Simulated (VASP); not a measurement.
Consider the following.

```yaml
crystal:
  lattice:
    - [0.00000, 3.39154, 3.39154]
    - [3.39154, 0.00000, 3.39154]
    - [3.39154, 3.39154, 0.00000]
  atoms:
    - { symbol: Pb, position: [0.00000, 0.00000, 0.00000] }
    - { symbol: Se, position: [0.25000, 0.25000, 0.25000] }
```

All values below come from PBEsol GGA, VASP's PBE PAW potentials (set 64) (plane waves; VASP 6.6.1). Run with 500 eV cut-off, 7×7×7 Γ-centred mesh, Gaussian smearing of 0.050 eV, potentials Pb_d Se.

Question: Estimate the energy per atom (σ→0).

Answer: 
```json
{
 "energy per atom (σ→0)": "-4.194 eV/atom"
}
```

Only differences to runs with the same potentials and settings are physical.

The structure was generated: PbSe was put into the zinc blende type (F-43m), which need not be its known phase. It was relaxed first, which changed the volume by +35 %.
